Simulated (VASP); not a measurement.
Consider the following.

```
CELL_PARAMETERS angstrom
      4.90360     0.00000     0.00000
      0.00000     4.90360     0.00000
      0.00000     0.00000     4.90360
ATOMIC_POSITIONS crystal
  Si 0.50000 0.50000 0.50000
  Si 0.00000 0.00000 0.00000
  Mo 0.25000 0.00000 0.50000
  Mo 0.50000 0.25000 0.00000
  Mo 0.50000 0.75000 0.00000
  Mo 0.75000 0.00000 0.50000
  Mo 0.00000 0.50000 0.75000
  Mo 0.00000 0.50000 0.25000
```

Method: PBE GGA, VASP's PBE PAW potentials (set 64) (plane waves; VASP). Settings: 400 eV cut-off, Gaussian smearing of 0.050 eV, potentials Si Mo_sv.

**Question.** Give the energies of bands 41 to 54 at the high-symmetry points, in eV from the Fermi level.

**Answer.** 
```
band      Γ      X      M      R
----  -----  -----  -----  -----
41    -2.16  -2.44  -1.24  -1.75
42    -2.16  -2.44  -1.24  -1.75
43    -1.57  -1.72  -1.11  -1.23
44    -1.57  -1.72  -0.90  -1.23
45     1.21   0.20  -0.90  -1.23
46     1.21   0.20  -0.81  -1.23
47     1.21   0.90  -0.70  -1.23
48     1.98   0.90  -0.51  -1.23
49     2.31   1.47  -0.15   1.22
50     2.31   1.47   0.20   1.22
51     2.59   1.55   0.82   1.22
52     2.60   1.55   1.03   1.22
53     2.63   2.19   1.03   1.22
54     2.67   2.19   1.85   1.22
```

It has no gap at this level: it comes out as a metal or semimetal.

The compound is Mo3Si in the A15 structure. It was relaxed first.
